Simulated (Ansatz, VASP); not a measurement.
# ZnS (Wurtzite-2H): VASP beside Ansatz, part 2 of 2

One calculation is typed for both programs; each brings its own data sets. How far apart do they land? Of the first pair: The structure shown is the end of the Ansatz relaxation below.

VASP 6.6.1 and Ansatz 0.2.0.

So far. Step 3 (VASP: single point, LDA, relaxed cell, pair 1): The run ends at a pressure of 2.02 GPa, with forces up to 1.3e-4 eV/Å.

## 6. VASP: single point, LDA, start cell, pair 2

Level of this step: LDA; plane waves and PAW (S, Zn) (VASP).

The same cell, functional (in two slightly different forms) and mesh now go to VASP, with its own data sets.

The input, INCAR:

```
SYSTEM = ZnS
PREC = Accurate
ENCUT = 400
EDIFF = 1E-06
NELM = 120
ISMEAR = 0
SIGMA = 0.01
LREAL = .FALSE.
ALGO = Normal
GGA = PW92
NBANDS = 24
LORBIT = 11
LWAVE = .FALSE.
LCHARG = .FALSE.
ISIF = 2
LASPH = .TRUE.
GGA_COMPAT = .FALSE.
EFERMI = MIDGAP
KPAR = 2
```

The input, POSCAR:

```
ZnS
1.0
    3.7185250000      0.0000000000      0.0000000000
   -1.8592620000      3.2203370000      0.0000000000
    0.0000000000      0.0000000000      6.1458040000
S Zn
2 2
Direct
    0.3333329988      0.6666665771      0.3784409656
    0.6666663322      0.3333332437      0.8784409656
    0.3333329988      0.6666665771      0.0065589466
    0.6666663322      0.3333332437      0.5065589466
```

The input, KPOINTS:

```
Automatic mesh
0
Gamma
12 12 8
0 0 0
```

The projector-augmented-wave data sets are S and Zn (LDA family, release 64).

Command:

```console
mpirun -np 2 vasp_std
```

Numbers of over 12 decimals in the logs are rounded to 6 here.

The program printed:

```text
[banner, memory and clock lines left out]
running    2 mpi-ranks, on    1 nodes
[...]
[... a notice as in an earlier step ...]

 LDA part: xc-table for (Slater(with rela. corr.)+PW92), standard interpolation
 POSCAR, INCAR and KPOINTS ok, starting setup
[...]
entering main loop
       N       E                     dE             d eps       ncg     rms          rms(c)
DAV:   1     0.211540894860E+03    0.21154E+03   -0.15127E+04  4560   0.156E+03
DAV:   2     0.935710792384E+00   -0.21061E+03   -0.20367E+03  4960   0.329E+02
DAV:   3    -0.169382899124E+02   -0.17874E+02   -0.17795E+02  5728   0.102E+02
DAV:   4    -0.172720735843E+02   -0.33378E+00   -0.33361E+00  5408   0.147E+01
[...]
DAV:  11    -0.163934712877E+02   -0.20876E-04   -0.80061E-05  5744   0.101E-01    0.755E-02
DAV:  12    -0.163934687053E+02    0.25824E-05   -0.13780E-05  6016   0.514E-02    0.787E-03
DAV:  13    -0.163934688479E+02   -0.14269E-06   -0.50129E-07  3296   0.552E-03
   1 F= -.16393469E+02 E0= -.16393469E+02  d E =0.000000E+00
```

From OUTCAR (step 6):

```text
  Total        0.4194654      0.4194654      0.2661760      0.0000001      0.0000000      0.0000000
  in kB        9.1317924      9.1317917      5.7946707      0.0000014      0.0000000      0.0000000
  external PRESSURE =       8.0194183 kB  Pullay stress =       0.0000000 kB

 POSITION                                       TOTAL-FORCE (eV/Angst)
 -----------------------------------------------------------------------------------
     -0.00000      2.14689      2.32582        -0.000000     -0.000000      0.032201
      1.85926      1.07345      5.39873         0.000000     -0.000000      0.032201
     -0.00000      2.14689      0.04031        -0.000000      0.000000     -0.032201
      1.85926      1.07345      3.11321         0.000000     -0.000000     -0.032201
 -----------------------------------------------------------------------------------
    total drift:                                0.001371      0.000351      0.000905

  FREE ENERGIE OF THE ION-ELECTRON SYSTEM (eV)
  ---------------------------------------------------
  free  energy   TOTEN  =       -16.3934688479 eV

  energy  without entropy=      -16.3934688479  energy(sigma->0) =      -16.39346885

[... 1 part as in an earlier step ...]

[... 2 further parts left out ...]
[key lines of the parts left out:]
E-fermi :   3.7762
```

The run ends at a pressure of 0.80 GPa, with forces up to 0.032 eV/Å.

## 7. Side by side

What differs besides the data sets and the points named for the pairs above, as far as they apply: the cutoff is 420 eV in Ansatz and 400 eV in VASP. Total energies have different zeros and are not compared.

The forces differ by 0.15 meV/Å r.m.s.; no other quantity is compared for this pair.

## 8. Ansatz: relaxation, LDA

This run makes the geometry at which the two programs are then compared. The cell compared in this pair holds 75.83 Å³, against 73.60 Å³ for the pair before.

The structure compared here is the end of the Ansatz relaxation.

The input, input.yaml:

```yaml
crystal:
  lattice:
    - [3.7629145605, 0.0, 0.0]
    - [-1.8814572803, 3.2587796017, 0.0]
    - [0.0, 0.0, 6.1835273091]
  atoms:
    - { symbol: S, position: [0.3333333333, 0.6666666667, 0.3794072644] }
    - { symbol: S, position: [0.6666666667, 0.3333333333, 0.8794072644] }
    - { symbol: Zn, position: [0.3333333333, 0.6666666667, 0.0055927356] }
    - { symbol: Zn, position: [0.6666666667, 0.3333333333, 0.5055927356] }
kpoints:
  mp_grid: { grid: [12, 12, 8] }
hamiltonian:
  xc: lda
  pseudopotentials: { kind: paw, azcp: { folder: soft_1 }, xc_functional: pbe }
scf:
  occupations: { method: fixed }
output:
  forces: true
  stress: true
  eigenvalues: true
relax:
  adjacent_minimum: "off"
  f_tol: 0.001
  max_steps: 60
  cell: { stress_tol: 0.01, fix: [volume] }
```

Command:

```console
ansatz run input.yaml --threads 8 --pin off --max-ram 16384MiB --backend cpu --events-out ev --progress --plain --runs-dir out
```

The program printed:

```text
[...]
Crystal: 4 atoms, lattice volume = 75.826 Å³
Basis set: ecut = 420 eV, 1509 PW (Γ)
Bands: 22, of which v1, the nominal top of the filled ones, is band 18 counted from 1 (17 counted from 0)
Symmetry: 12 space group operations
[...]
k-points: 95 of 1152 (time reversal used)
[...]
--- Relaxed structure (4 steps of the walk, 4 accepted, 1 SCFs on fresh bases) ---
[...]
cell:  # Å, volume = 75.8256 Å³
    - [3.763762, 2.8873976205687643e-11, 0]
    - [-1.881881, 3.259513, 0]
    - [0.0, 0, 6.180745]
  atoms:
    - { symbol: S, position: [0.333333, 0.666667, 0.379539] }
    - { symbol: S, position: [0.666667, 0.333333, 0.879539] }
    - { symbol: Zn, position: [0.333333, 0.666667, 0.00546057] }
    - { symbol: Zn, position: [0.666667, 0.333333, 0.505461] }
[key lines of the parts left out:]
SCF converged after 5 iterations
Free energy (F): -8234.864792 eV
Fermi energy:    6.040721 eV
P = ⅓ Tr σ = -1.6315 GPa (-16.315 kbar)
```

## 9. VASP: single point, LDA, relaxed cell, pair 3

The same cell, functional (in two slightly different forms) and mesh now go to VASP, with its own data sets.

INCAR, as its differences from that of step 6:

```diff
@@ -2,3 +2,3 @@
 PREC = Accurate
-ENCUT = 400
+ENCUT = 500
 EDIFF = 1E-06
```

The input, POSCAR:

```
ZnS
1.0
    3.7637615660      0.0000000000      0.0000000000
   -1.8818807830      3.2595131300      0.0000000000
    0.0000000000      0.0000000000      6.1807445120
S Zn
2 2
Direct
    0.3333333334      0.6666666668      0.3795394317
    0.6666666668      0.3333333334      0.8795394317
    0.3333333334      0.6666666668      0.0054605683
    0.6666666668      0.3333333334      0.5054605683
```

KPOINTS is that of step 6.

Command:

```console
mpirun -np 2 vasp_std
```

The program printed:

```text
[... set-up lines as in an earlier step ...]
 entering main loop
       N       E                     dE             d eps       ncg     rms          rms(c)
DAV:   1     0.231579195632E+03    0.23158E+03   -0.17046E+04  4560   0.179E+03
DAV:   2     0.366996156025E+01   -0.22791E+03   -0.22049E+03  4896   0.361E+02
DAV:   3    -0.168425760636E+02   -0.20513E+02   -0.20407E+02  5688   0.111E+02
DAV:   4    -0.172555116120E+02   -0.41294E+00   -0.41266E+00  5368   0.164E+01
[...]
DAV:  11    -0.163931595026E+02   -0.22119E-04   -0.72372E-05  5672   0.107E-01    0.966E-02
DAV:  12    -0.163931561537E+02    0.33489E-05   -0.18624E-05  5608   0.671E-02    0.113E-02
DAV:  13    -0.163931563369E+02   -0.18317E-06   -0.74064E-07  3296   0.659E-03
   1 F= -.16393156E+02 E0= -.16393156E+02  d E =0.000000E+00
```

From OUTCAR (step 9):

```text
  Total       -0.6913326     -0.6913326     -0.6893021      0.0000000      0.0000000      0.0000000
  in kB      -14.6077049    -14.6077049    -14.5648012      0.0000000      0.0000000      0.0000000
  external PRESSURE =     -14.5934037 kB  Pullay stress =       0.0000000 kB

 POSITION                                       TOTAL-FORCE (eV/Angst)
 -----------------------------------------------------------------------------------
      0.00000      2.17301      2.34584         0.000000     -0.000000     -0.000350
      1.88188      1.08650      5.43621        -0.000000     -0.000000     -0.000350
      0.00000      2.17301      0.03375        -0.000000     -0.000000      0.000350
      1.88188      1.08650      3.12412         0.000000      0.000000      0.000350
 -----------------------------------------------------------------------------------
    total drift:                               -0.000000     -0.000001      0.000131

  FREE ENERGIE OF THE ION-ELECTRON SYSTEM (eV)
  ---------------------------------------------------
  free  energy   TOTEN  =       -16.3931563369 eV

  energy  without entropy=      -16.3931563369  energy(sigma->0) =      -16.39315634

[... 1 part as in an earlier step ...]

[... 2 further parts left out ...]
[key lines of the parts left out:]
E-fermi :   3.4030
```

The run ends at a pressure of -1.46 GPa, with forces up to 3.5e-4 eV/Å.

## 10. Comparison

The two programs side by side:

```csv
quantity,Ansatz,VASP,difference
pressure (GPa),-1.63,-1.46,-0.17
gap on the k mesh (eV),2.097,2.137,-0.040
```

A gap on the mesh is an upper bound, since the band edges may lie between its points.

## 11. What came out

| Quantity | Value |
| --- | --- |
| difference in gap on the k mesh (single point, LDA, relaxed cell, pair 1) | -0.043 eV |
| r.m.s. force difference (single point, LDA, start cell, pair 2) | 0.15 meV/Å |
| difference in gap on the k mesh (single point, LDA, relaxed cell, pair 3) | -0.040 eV |

The difference in gap on the k mesh is -0.043 eV (single point, LDA, relaxed cell, pair 1), within the 0.08 eV picked in this series as the mark of a large difference. 6 further runs of this series are not shown here. Such differences can come from data sets, numerical settings and the points named under the comparisons, not from the functional's error against experiment.

[Lines on the potential files, build, host, timing and source positions are cut from VASP's logs without a mark.]

[Logs are printed without paths, hosts, clocks, repeated set-up lines and the standing remarks that a program may print on its own settings, such as how far it seeks lower states.]

[Hosts, paths, dates, database ids (printed as entryN), source tags and the programs' standing remarks are cut or masked in the printed files.]
